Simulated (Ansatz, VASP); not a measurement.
# One calculation of HfNbSe4, two programs

Contents of INCAR:

```
SYSTEM = HfNbSe4
  PREC = Accurate
  ENCUT = 600
  EDIFF = 1E-6
  ISMEAR = 0
  SIGMA = 0.1
  LREAL = .FALSE.
  LASPH = .TRUE.
  NELM = 100
  ALGO = Normal
  ISIF = 3
  LWAVE = .FALSE.
  LCHARG = .FALSE.
  GGA = PE
  IBRION = 2
  NSW = 90
  EDIFFG = -0.04
```

The input KPOINTS:

```
Automatic mesh
0
G
  6 6 4
  0 0 0
```

Contents of POSCAR:

```
HfNbSe4
1.0
    5.6035009290      0.0000000000      0.0000000000
   -2.8017504645      4.8527741547      0.0000000000
    0.0000000000      0.0000000000      4.6908088159
Hf Nb Se
1 1 4
Direct
    0.3333333333      0.6666666667      0.0000000000
    0.6666666667      0.3333333333      0.0000000000
    0.0000000000      0.0000000000      0.0000000000
    0.3437978594      0.1718989297      0.5000000000
    0.8281010703      0.1718989297      0.5000000000
    0.8281010703      0.6562021406      0.5000000000
```

Input for Ansatz:

```yaml
crystal:
  lattice:
    - [5.603500929, 0.0, 0.0]
    - [-2.8017504645, 4.8527741547, 0.0]
    - [0.0, 0.0, 4.6908088159]
  atoms:
    - { symbol: Hf, position: [0.3333333333, 0.6666666667, 0.0] }
    - { symbol: Nb, position: [0.6666666667, 0.3333333333, 0.0] }
    - { symbol: Se, position: [0.0, 0.0, 0.0] }
    - { symbol: Se, position: [0.3437978594, 0.1718989297, 0.5] }
    - { symbol: Se, position: [0.8281010703, 0.1718989297, 0.5] }
    - { symbol: Se, position: [0.8281010703, 0.6562021406, 0.5] }
basis:
  ecutwfc: 420
kpoints:
  mp_grid: { grid: [6, 6, 4] }
hamiltonian:
  xc: pbe
scf:
  occupations: { method: gaussian, width: 0.1 }
  lower_state_search: "off"
output:
  forces: true
  stress: true
  eigenvalues: true
relax:
  adjacent_minimum: "off"
  f_tol: 0.04
  max_steps: 70
  cell: { stress_tol: 0.4 }
```

Change from the starting cell: species swapped into the HoCo4Cu type (P-6m2, No. 187).

Alike in both runs: task relaxation of cell and atoms; functional PBE; k mesh 6 × 6 × 4; occupations gaussian, width 0.1 eV; no spin polarisation.

```csv
,VASP,Ansatz
version,VASP 6.6.1,Ansatz 0.2.0
potentials or method,"VASP PAW PBE potentials, release 64 (Hf_pv, Nb_sv, Se)","scalar-relativistic, plane waves, PAW"
plane-wave cutoff (eV),600,420
valence electrons in the cell,47,103
```

```csv
,VASP,Ansatz,Ansatz less VASP
"gap on the k mesh at the Fermi level, each at its own relaxed structure (eV)",none,none,-
relaxed volume (Å³/atom),21.07,21.18,+0.110
relaxed cell length with the largest relative difference (Å),4.841,4.851,+0.0102
energy change over the relaxation (meV/atom),-12,-11,+0.4
```

A gap of «none» marks a metal or a gap that the smearing closes. The two sets of potentials don't hold the same shells in valence.

Spin-orbit coupling is left out, which matters for the levels of Hf.
